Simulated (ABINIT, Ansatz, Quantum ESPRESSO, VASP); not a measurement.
# TlF (P4/nmm, 4 atoms in the cell) computed with different codes at matched settings

Self-consistent single point.

```yaml
crystal:
  lattice:
    - [3.68893, 0.00000, 0.00000]
    - [0.00000, 3.68893, 0.00000]
    - [0.00000, 0.00000, 6.22358]
  atoms:
    - { symbol: Tl, position: [0.00000, 0.50000, 0.74417] }
    - { symbol: Tl, position: [0.50000, 0.00000, 0.25583] }
    - { symbol: F, position: [0.50000, 0.00000, 0.86423] }
    - { symbol: F, position: [0.00000, 0.50000, 0.13577] }
```

Shared settings, as Ansatz (a program for electronic structure) writes them: kpoints.mp_grid.grid = 5 5 3; scf.occupations.method = fixed. Potentials and cutoffs stand in the table.

```
code                                                                                       model  pressure (GPa)  largest force (eV/Å)  gap on the mesh (eV)   cutoff
----------------  ------------------------------------------------------------------------------  --------------  --------------------  --------------------  -------
Quantum ESPRESSO                             PBEsol, SSSP 1.1.2 precision (PBE) pseudopotentials           -0.95                 0.105                 3.011    75 Ry
ABINIT            PBEsol, norm-conserving pseudopotentials (PseudoDojo nc-sr-04 PBEsol standard)           -0.57                 0.088                 3.011    42 Ha
VASP                                                  PBEsol, VASP's PBE PAW potentials (set 64)           -5.22                 0.095                 3.018   400 eV
Ansatz                                                           PBEsol, PAW files made with PBE           -0.78                 0.104                 3.015  default
```

Size of the force on each atom (eV/Å): Sizes of forces hide their directions.

| code | Tl1 | Tl2 | F3 | F4 |
|---|---|---|---|---|
| Quantum ESPRESSO | 0.105 | 0.105 | 0.042 | 0.042 |
| ABINIT | 0.088 | 0.088 | 0.073 | 0.073 |
| VASP | 0.095 | 0.095 | 0.055 | 0.055 |
| Ansatz | 0.104 | 0.104 | 0.044 | 0.044 |

Gaps are read on the mesh.

On Ansatz's run: spin-orbit coupling is off.

The spread over the programs that give each value: pressure within 4.65 GPa; largest force within 0.017 eV/Å; gap on the mesh within 0.007 eV.

Ansatz's pressure is given at a fixed set of plane waves, as the other plane-wave codes print theirs; with its correction for the finite basis it is -0.59 GPa. In the pressure, VASP (by 4.36) lies more than 1 GPa from the median of the plane-wave programs.

VASP's run is marked for a possible Pulay error in its stress at this cutoff; no cutoff test was made.

VASP ran the fixed occupations as a Gaussian smearing of 0.01 eV.

The starting cell comes from a database of computed structures (which also holds hypothetical and non-ambient phases and stackings), without a prior relaxation at this level.

Left out of this page: GPAW, CP2K, Elk, FLEUR and SIESTA (not drawn, or without a comparable value).

Keys are those of Ansatz 0.2.
